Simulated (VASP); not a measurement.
Output of a VASP run:

### OSZICAR
```
...
DAV:   3    -0.469030969266E+02    0.14277E-02   -0.53592E-03  1350   0.367E-01    0.139E-01
DAV:   4    -0.469028743923E+02    0.22253E-03   -0.11289E-03  1359   0.168E-01    0.953E-02
DAV:   5    -0.469028705016E+02    0.38907E-05   -0.90720E-05  1525   0.610E-02    0.694E-02
DAV:   6    -0.469028585504E+02    0.11951E-04   -0.48878E-05  1525   0.348E-02    0.114E-02
DAV:   7    -0.469028568580E+02    0.16924E-05   -0.88493E-06  1290   0.158E-02    0.264E-03
DAV:   8    -0.469028568930E+02   -0.34930E-07   -0.23797E-07   837   0.357E-03
   5 F= -.46902857E+02 E0= -.46902857E+02  d E =-.783098E-03
       N       E                     dE             d eps       ncg     rms          rms(c)
DAV:   1    -0.469303576110E+02   -0.27501E-01   -0.11118E+00  1240   0.688E+00    0.146E+00
DAV:   2    -0.469101727591E+02    0.20185E-01   -0.21207E-01  1368   0.285E+00    0.924E-01
DAV:   3    -0.469044395625E+02    0.57332E-02   -0.21515E-02  1344   0.737E-01    0.280E-01
DAV:   4    -0.469035377196E+02    0.90184E-03   -0.46278E-03  1367   0.336E-01    0.192E-01
DAV:   5    -0.469035328301E+02    0.48895E-05   -0.36576E-04  1543   0.122E-01    0.140E-01
DAV:   6    -0.469034969283E+02    0.35902E-04   -0.19032E-04  1527   0.690E-02    0.251E-02
DAV:   7    -0.469034928722E+02    0.40561E-05   -0.34781E-05  1429   0.309E-02    0.534E-03
DAV:   8    -0.469034929939E+02   -0.12177E-06   -0.71589E-07   879   0.510E-03
   6 F= -.46903493E+02 E0= -.46903493E+02  d E =-.141920E-02
       N       E                     dE             d eps       ncg     rms          rms(c)
DAV:   1    -0.469045435342E+02   -0.10507E-02   -0.71404E-02  1240   0.172E+00    0.422E-01
DAV:   2    -0.469038725538E+02    0.67098E-03   -0.37904E-03  1275   0.372E-01    0.127E-01
DAV:   3    -0.469036852434E+02    0.18731E-03   -0.40461E-04  1447   0.123E-01    0.528E-02
DAV:   4    -0.469036626370E+02    0.22606E-04   -0.87201E-05  1454   0.518E-02    0.189E-02
DAV:   5    -0.469036633059E+02   -0.66884E-06   -0.56280E-06  1391   0.130E-02
   7 F= -.46903663E+02 E0= -.46903663E+02  d E =-.170312E-03
       N       E                     dE             d eps       ncg     rms          rms(c)
DAV:   1    -0.469036798345E+02   -0.17197E-04   -0.93737E-04  1254   0.197E-01    0.484E-02
DAV:   2    -0.469036718142E+02    0.80203E-05   -0.47965E-05  1303   0.422E-02    0.145E-02
DAV:   3    -0.469036695180E+02    0.22962E-05   -0.50610E-06  1192   0.140E-02    0.570E-03
DAV:   4    -0.469036691268E+02    0.39123E-06   -0.11627E-06   669   0.677E-03
   8 F= -.46903669E+02 E0= -.46903669E+02  d E =-.176133E-03
       N       E                     dE             d eps       ncg     rms          rms(c)
DAV:   1    -0.469055480160E+02   -0.18785E-02   -0.70406E-02  1264   0.173E+00    0.309E-01
DAV:   2    -0.469041896747E+02    0.13583E-02   -0.10690E-02  1503   0.602E-01    0.218E-01
DAV:   3    -0.469038544893E+02    0.33519E-03   -0.10884E-03  1432   0.180E-01    0.669E-02
DAV:   4    -0.469037541701E+02    0.10032E-03   -0.52292E-04  1425   0.112E-01    0.396E-02
DAV:   5    -0.469037519552E+02    0.22149E-05   -0.19196E-05  1522   0.240E-02    0.218E-02
DAV:   6    -0.469037497895E+02    0.21657E-05   -0.81441E-06  1338   0.139E-02    0.118E-02
DAV:   7    -0.469037487626E+02    0.10269E-05   -0.16817E-06   829   0.651E-03    0.702E-03
DAV:   8    -0.469037486359E+02    0.12671E-06   -0.31464E-07   718   0.341E-03
   9 F= -.46903749E+02 E0= -.46903749E+02  d E =-.795091E-04
```

**OUTCAR**
```
------------------------ aborting loop because EDIFF is reached ----------------------------------------
  FORCE on cell =-STRESS in cart. coord.  units (eV):
  Direction    XX          YY          ZZ          XY          YZ          ZX
  --------------------------------------------------------------------------------------
  Total        0.0842549      0.0842549      0.0261221      0.0000000      0.0000000     -0.0000000
  in kB        1.2630329      1.2630326      0.3915869      0.0000000      0.0000000     -0.0000000
  external PRESSURE =       0.9725508 kB  Pullay stress =       0.0000000 kB
  volume of cell :      106.88
      direct lattice vectors                 reciprocal lattice vectors
     1.570028794 -2.719369370  0.000000000     0.318465497 -0.183866159  0.000000000
     1.570028794  2.719369370 -0.000000000     0.318465497  0.183866159  0.000000000
    -0.000000000 -0.000000000 12.516574110    -0.000000000  0.000000000  0.079894066
 POSITION                                       TOTAL-FORCE (eV/Angst)
 -----------------------------------------------------------------------------------
      1.57003      0.90646      3.12914         0.000000     -0.000000     -0.000000
      1.57003     -0.90646      9.38743        -0.000000      0.000000     -0.000000
      1.57003      0.90646     10.94705        -0.000000     -0.000000     -0.004874
      1.57003     -0.90646      4.68876         0.000000      0.000000     -0.004874
      1.57003     -0.90646      1.56952        -0.000000     -0.000000      0.004874
      1.57003      0.90646      7.82781        -0.000000     -0.000000      0.004874
 -----------------------------------------------------------------------------------
    total drift:                                0.000000      0.001599     -0.000028
  FREE ENERGIE OF THE ION-ELECTRON SYSTEM (eV)
  ---------------------------------------------------
  free  energy   TOTEN  =       -46.9037486359 eV

  energy  without entropy=      -46.9037486359  energy(sigma->0) =      -46.90374864

 reached required accuracy - stopping structural energy minimisation
```
(Selected blocks of OUTCAR.)

### POSCAR
```
MoS2
1
    1.5699322970    -2.7192022322    -0.0000000000
    1.5699322970     2.7192022322    -0.0000000000
    0.0000000000    -0.0000000000    12.3724465429
Mo S
2 4
Direct
  0.3333330000   0.6666670000   0.2500000000
  0.6666670000   0.3333330000   0.7500000000
  0.3333330000   0.6666670000   0.8759648091
  0.6666670000   0.3333330000   0.3759648091
  0.6666670000   0.3333330000   0.1240351909
  0.3333330000   0.6666670000   0.6240351909
```

**Question.** Reconstruct the remaining input files.

**Answer.** Several could match; the one computed here: the input of the run itself, PBEsol GGA, plane waves, VASP's PBE PAW potentials (set 64).

INCAR:
```
! general
SYSTEM  = MoS2
PREC    = Accurate
ENCUT   = 500
LREAL   = .FALSE.
LASPH   = .TRUE.

! electronic loop
EDIFF   = 1E-6
NELM    = 100
ALGO    = Normal
LMAXMIX = 4

! smearing
ISMEAR  = 0
SIGMA   = 0.05

! functional
GGA     = PS

! ions
IBRION  = 2
NSW     = 40
ISIF    = 3
EDIFFG  = -0.02

! output
LWAVE   = .FALSE.
LCHARG  = .FALSE.
```

File KPOINTS:
```
Automatic mesh
0
Gamma
8 8 2
0 0 0
```

POTCAR, in this order: Mo_sv S (PBE.64 set). Program: vasp_std.

Without a dispersion term in the relaxation, distances and binding between the weakly bound layers, chains or molecules are unreliable, and so is what depends on them.

The compound is MoS2 in the 2H layered structure. This run relaxes it. Symmetry was kept, so distortions that lower it aren't found.
